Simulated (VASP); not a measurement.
The system is MoS2.

```
Mo S
1.0
     3.16100    0.00000    0.00000
    -1.58050    2.73751    0.00000
     0.00000    0.00000   12.90975
Mo S
2 4
Direct
  0.33333 0.66667 0.25000
  0.66667 0.33333 0.75000
  0.66667 0.33333 0.37123
  0.66667 0.33333 0.12877
  0.33333 0.66667 0.87123
  0.33333 0.66667 0.62877
```

The cell was built by a generator and needn't be a form met in nature.

Base run:

| Quantity | Value |
| --- | --- |
| Program | VASP 6.6.1 |
| Functional | SCAN |
| Potentials or basis | VASP PAW PBE potentials, release 64 (Mo_sv, S) |
| Cutoff | 520 eV |
| k mesh | 8 × 8 × 2 |
| Occupations | fermi-dirac, width 0.05 eV |
| Spin | no spin polarisation |

Its results: band gap on the k mesh 1.36 eV, indirect (least direct gap 2.12 eV); pressure 0.0 GPa; largest force 0.161 eV/Å.

Question: After a change of settings the same cell gave: band gap on the k mesh 1.21 eV, indirect (least direct gap 2.00 eV); pressure -2.4 GPa; largest force 0.227 eV/Å. Which change was it?
A. functional from SCAN to PBEsol
B. functional from SCAN to optB86b-vdW
C. functional from SCAN to vdW-DF2
D. functional from SCAN to LDA; potentials or basis from VASP PAW PBE potentials, release 64 (Mo_sv, S) to VASP PAW LDA potentials, release 64 (Mo_sv, S)

Answer: A.

SCAN gives the wider gap, since meta-GGAs in the generalised Kohn-Sham scheme recover part of the derivative discontinuity.

Caveats: the PAW data sets were made with another functional, which shifts forces and pressure a little; this functional lacks dispersion, which binds the layers, so the pressure and a relaxed spacing across them are unreliable (some runs).
